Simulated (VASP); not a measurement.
All values below come from HSE06 screened hybrid, VASP's PBE PAW potentials (set 64) (plane waves; VASP).

VASP input:

KPOINTS:
```
kpoints
0
Gamma
 1 1 1
0 0 0
```

INCAR:
```
SYSTEM = Ga35ZnN36
PREC = Normal
ENCUT = 400
EDIFF = 1E-5
NELM = 50
ALGO = Normal
LREAL = Auto
LASPH = .TRUE.
ISMEAR = 0
SIGMA = 0.05
GGA = PE
LMAXMIX = 4
LWAVE = .FALSE.
LCHARG = .FALSE.
NELMIN = 4
ISYM = 0
NELECT = 298.0
HFSCREEN = 0.2
AEXX = 0.25
LHFCALC = .TRUE.
PRECFOCK = Fast
ISIF = 0
```

### POSCAR
```
Ga35ZnN36
1
    4.8683178927    -8.4321738171     0.0000000000
    4.8683178927     8.4321738171     0.0000000000
    0.0000000000     0.0000000000    10.5562839806
Ga N Zn
35 36 1
Direct
  0.2221398709   0.1111548579   0.2504439093
  0.1108518233   0.2220023580   0.9998547807
  0.2221089505   0.1110247531   0.7492560244
  0.1115634947   0.2239580114   0.4993785461
  0.2220112698   0.4442974194   0.2515897554
  0.1108399519   0.5553908642   0.9999728345
  0.2238024927   0.4451867466   0.7498982314
  0.1113896862   0.5536765586   0.4992371177
  0.2222129755   0.7776025289   0.2505475459
  0.1110851052   0.8887289952   0.9997669264
  0.2222164093   0.7772338800   0.7492638298
  0.1108375001   0.8885214677   0.4995522270
  0.5551039495   0.1108449658   0.2508665587
  0.4444642919   0.2220830633   0.0000257784
  0.5551319721   0.1106472501   0.7494259838
  0.4453182815   0.2238785485   0.4994423675
  0.5551371607   0.4441547874   0.2517406860
  0.4443111953   0.5554492160   0.9995367204
  0.5540987781   0.4449979140   0.7499093477
  0.5554353394   0.7775233152   0.2515799991
  0.4445319955   0.8889513278   0.0001677294
  0.5543616930   0.7754590028   0.7498710439
  0.4455348486   0.8876558488   0.4993247103
  0.8889877921   0.1108532109   0.2507120931
  0.7777046711   0.2221859268   0.9999594830
  0.8887727944   0.1106234609   0.7492563887
  0.7775068346   0.2218443140   0.4993985179
  0.8887839027   0.4447245120   0.2507721597
  0.7776372221   0.5554201731   0.0002377064
  0.8886322345   0.4444394803   0.7494037372
  0.7750965398   0.5538138291   0.4993539310
  0.8885576993   0.7776605401   0.2505484719
  0.7777453194   0.8890302459   0.9999577632
  0.8883146585   0.7772619229   0.7493102476
  0.7753290423   0.8876011846   0.4992711979
  0.2218323442   0.1106238169   0.4386057102
  0.1107194810   0.2214630201   0.1877390563
  0.2220412995   0.1107701442   0.9378428441
  0.1108348955   0.2218825678   0.6885038730
  0.2155170068   0.4408547133   0.4363932397
  0.1105886290   0.5558712045   0.1878947670
  0.2211177569   0.4438529738   0.9391853005
  0.1106380870   0.5551249765   0.6884507477
  0.2218701487   0.7773493111   0.4386033691
  0.1110141771   0.8887781182   0.1882298119
  0.2221201280   0.7777302268   0.9378727468
  0.1108232308   0.8884517934   0.6881856727
  0.5548249349   0.1105303871   0.4389298391
  0.4439160774   0.2214269393   0.1878791330
  0.5556560409   0.1110939220   0.9380898987
  0.4442209463   0.2217474372   0.6886245531
  0.5580326332   0.4408485242   0.4365852335
  0.4442139721   0.5554019788   0.1877162410
  0.5559234443   0.4439050823   0.9392346070
  0.4440761347   0.5551911601   0.6949556504
  0.5582149756   0.7834065106   0.4364835996
  0.4440069977   0.8890523867   0.1879521023
  0.5559542488   0.7785752633   0.9392143527
  0.4443470301   0.8886354791   0.6885136390
  0.8887289256   0.1104775598   0.4387962499
  0.7776880881   0.2221988547   0.1883947903
  0.8886765693   0.1111397389   0.9378611013
  0.7775724891   0.2219660817   0.6882006893
  0.8884870233   0.4443758957   0.4387760789
  0.7781038393   0.5558769558   0.1879950980
  0.8886529589   0.4442516098   0.9380595386
  0.7773030478   0.5551041582   0.6885531626
  0.8886257212   0.7773586056   0.4385856548
  0.7782843407   0.8891326692   0.1877818648
  0.8889662176   0.7777621566   0.9379803360
  0.7775310691   0.8886041606   0.6884510259
  0.4439473429   0.5551121350   0.5009980697
```

POTCAR, in this order: Ga N Zn (PBE.64 set). Program: vasp_gam. Read from the step before: WAVECAR.

Output

**OSZICAR**
```
       N       E                     dE             d eps       ncg     rms          rms(c)
DAV:   1    -0.520547659652E+03   -0.52055E+03   -0.21874E+01   430   0.224E+01    0.926E+00
DAV:   2    -0.520802463159E+03   -0.25480E+00   -0.21003E+00   504   0.603E+00    0.662E+00
DAV:   3    -0.520772807895E+03    0.29655E-01   -0.14409E-01   552   0.127E+00    0.397E+00
DAV:   4    -0.520753063976E+03    0.19744E-01   -0.16664E-02   512   0.449E-01    0.224E+00
DAV:   5    -0.520746389358E+03    0.66746E-02   -0.52077E-03   488   0.160E-01    0.124E+00
DAV:   6    -0.520744163800E+03    0.22256E-02   -0.10766E-03   424   0.791E-02    0.691E-01
DAV:   7    -0.520743386484E+03    0.77732E-03   -0.33249E-04   432   0.450E-02    0.383E-01
DAV:   8    -0.520743134939E+03    0.25155E-03   -0.11885E-04   432   0.274E-02    0.212E-01
DAV:   9    -0.520743056688E+03    0.78251E-04   -0.36511E-05   344   0.152E-02    0.118E-01
DAV:  10    -0.520743034535E+03    0.22154E-04   -0.14554E-05   248   0.990E-03    0.648E-02
DAV:  11    -0.520743029991E+03    0.45434E-05   -0.64733E-06   216   0.616E-03
   1 F= -.52074303E+03 E0= -.52074303E+03  d E =-.875827E-11
```

OUTCAR:
```
------------------------ aborting loop because EDIFF is reached ----------------------------------------
  volume of cell :      866.68
      direct lattice vectors                 reciprocal lattice vectors
     4.868317893 -8.432173817  0.000000000     0.102704879 -0.059296690  0.000000000
     4.868317893  8.432173817  0.000000000     0.102704879  0.059296690  0.000000000
     0.000000000  0.000000000 10.556283981     0.000000000  0.000000000  0.094730305
  FREE ENERGIE OF THE ION-ELECTRON SYSTEM (eV)
  ---------------------------------------------------
  free  energy   TOTEN  =      -520.7430299911 eV

  energy  without entropy=     -520.7430299911  energy(sigma->0) =     -520.74302999

  exchange ACFDT corr.  =         0.00000000  see jH, gK, PRB 81, 115126
```
(Selected blocks of OUTCAR.)

**OUTCAR**
```
 val. band max:        1.9437157627   @ k =   0.0000   0.0000   0.0000

 cond. band min:       4.6832441684   @ k =   0.0000   0.0000   0.0000


 Fermi energy:         2.1807742338

 k-point     1 :       0.0000    0.0000    0.0000
  band No.  band energies     occupation
      1     -15.2489      2.00000
      2     -14.3423      2.00000
      3     -14.3000      2.00000
      4     -13.9571      2.00000
      5     -13.9297      2.00000
      6     -13.9293      2.00000
      7     -13.8794      2.00000
      8     -13.8789      2.00000
      9     -13.7524      2.00000
     10     -13.2630      2.00000
     11     -13.2323      2.00000
     12     -13.2233      2.00000
     13     -13.2229      2.00000
     14     -13.2139      2.00000
     15     -13.2129      2.00000
     16     -13.1987      2.00000
     17     -13.1973      2.00000
     18     -13.1230      2.00000
     19     -13.1224      2.00000
     20     -13.1063      2.00000
     21     -12.9790      2.00000
     22     -12.8333      2.00000
     23     -12.5040      2.00000
     24     -12.5033      2.00000
     25     -12.4587      2.00000
     26     -12.4399      2.00000
     27     -12.4220      2.00000
     28     -12.3404      2.00000
     29     -12.3392      2.00000
     30     -12.3376      2.00000
     31     -12.3106      2.00000
     32     -12.3103      2.00000
     33     -12.3009      2.00000
     34     -12.1519      2.00000
     35     -12.1516      2.00000
     36     -12.1210      2.00000
     37      -5.4322      2.00000
     38      -4.6780      2.00000
     39      -4.6778      2.00000
     40      -4.6184      2.00000
     41      -4.5994      2.00000
     42      -4.5740      2.00000
     43      -4.5737      2.00000
     44      -4.4807      2.00000
     45      -4.4101      2.00000
     46      -4.3999      2.00000
     47      -4.3991      2.00000
     48      -4.3547      2.00000
     49      -4.3537      2.00000
     50      -4.3037      2.00000
     51      -4.3025      2.00000
...
```

The cell is charged, with a uniform compensating background. The supercell is sampled at Γ alone, which is coarse: total energies, pressure and levels can be off, energies of defects by several tenths of an eV.

The cell is a supercell with a defect, built from GaN (wurtzite): Zn_Ga, charge -1. The cell's shape comes from a PBE relaxation. The run is not spin-polarised, so no state with unpaired spins was tried.
